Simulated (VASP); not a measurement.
```xyz
2
Lattice="0.0000 2.7069 2.7069 2.7069 0.0000 2.7069 2.7069 2.7069 0.0000" Properties=species:S:1:pos:R:3 pbc="T T T"
K      5.4138     2.7069     2.7069
F      2.7069     2.7069     2.7069
```

Method: TPSS meta-GGA, VASP's PBE PAW potentials (set 64) (plane waves; VASP). Run with 520 eV cut-off, 9×9×9 Γ-centred mesh, tetrahedra with Blöchl corrections, potentials K_sv F.

**Question.** Give the energies of bands 6 to 10 at the high-symmetry points, in eV from the valence-band maximum.

**Answer.** 
| band | Γ | X | U | L | W |
|---|---|---|---|---|---|
| 6 | 0.00 | -0.21 | -0.31 | -0.71 | -0.36 |
| 7 | 0.00 | -0.06 | -0.19 | -0.31 | -0.16 |
| 8 | 0.00 | -0.06 | -0.18 | -0.31 | -0.16 |
| 9 | 6.54 | 8.66 | 9.36 | 9.42 | 10.11 |
| 10 | 11.00 | 10.50 | 11.07 | 10.91 | 10.11 |

The gap is direct, 6.54 eV, from the valence maximum at Γ to the conduction minimum at Γ.

Measured: gap 10.90 eV (computed value off by -4.36 eV), as given by David Koller et al., Journal of Physics Condensed Matter (2013), arXiv:1304.4470.

The compound is KF in the rock salt structure. It was relaxed first.
